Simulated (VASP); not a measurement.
Input:

```
Mg
1.0
    1.60408    -2.77834     0.00000
    1.60408     2.77834     0.00000
    0.00000     0.00000     5.11320
Mg
2
Direct
  0.33333   0.66667   0.25000
  0.66667   0.33333   0.75000
```

Calculation: vdW-DF-cx, VASP's PBE PAW potentials (set 64) (plane waves; VASP 6.6.1). Settings: 520 eV cut-off, Gaussian smearing of 0.050 eV, potentials Mg.

### Question
Give the energies of bands 1 to 5 at the high-symmetry points, in eV from the Fermi level.

### Answer

```tsv
band	Γ	M	K	A	L	H
1	-6.98	-2.24	-0.73	-5.55	-1.18	0.10
2	-1.65	-2.23	-0.70	-5.55	-1.18	0.10
3	-1.07	2.65	-0.70	5.31	-0.47	0.61
4	10.76	3.02	4.11	5.31	-0.47	0.61
5	10.78	3.42	4.11	11.52	7.92	1.52
```

It has no gap at this level: it comes out as a metal or semimetal.

The compound is Mg in the hcp structure. It was relaxed first.
